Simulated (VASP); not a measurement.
The system is GaAs.

```
CELL_PARAMETERS angstrom
0.00000 2.87269 2.87269
2.87269 0.00000 2.87269
2.87269 2.87269 0.00000
ATOMIC_POSITIONS crystal
Ga 0.00000 0.00000 0.00000
As 0.25000 0.25000 0.25000
```

* Program: VASP 6.6.1
* Task: relaxation of cell and atoms
* Functional: PBE
* Dispersion: D3(BJ)
* Potentials or basis: VASP PAW PBE potentials, release 64 (Ga_d, As)
* Cutoff: 600 eV
* k mesh: 12 × 12 × 12
* Occupations: gaussian, width 0.02 eV
* Spin: no spin polarisation

At the start: pressure -2.1 GPa; volume 23.71 Å³/atom.

**Question.** Where does the relaxation end?

**Answer.** Over 3 steps the energy falls by 5.4 meV/atom and the volume is 22.91 Å³/atom (-3.4 %); space group F-43m (No. 216, to 0.05 Å).

The path:
```csv
step,energy change (eV),largest force (eV/Å),pressure (GPa),volume (Å³)
1,0.0000,0.0000,-2.10,47.41
2,-0.0096,0.0000,0.83,45.31
3,-0.0109,0.0000,0.02,45.82
```

Final structure:
```
Ga As
1.0
     0.00000    2.84025    2.84025
     2.84025    0.00000    2.84025
     2.84025    2.84025    0.00000
Ga As
1 1
Direct
  0.00000 0.00000 0.00000
  0.25000 0.25000 0.25000
```
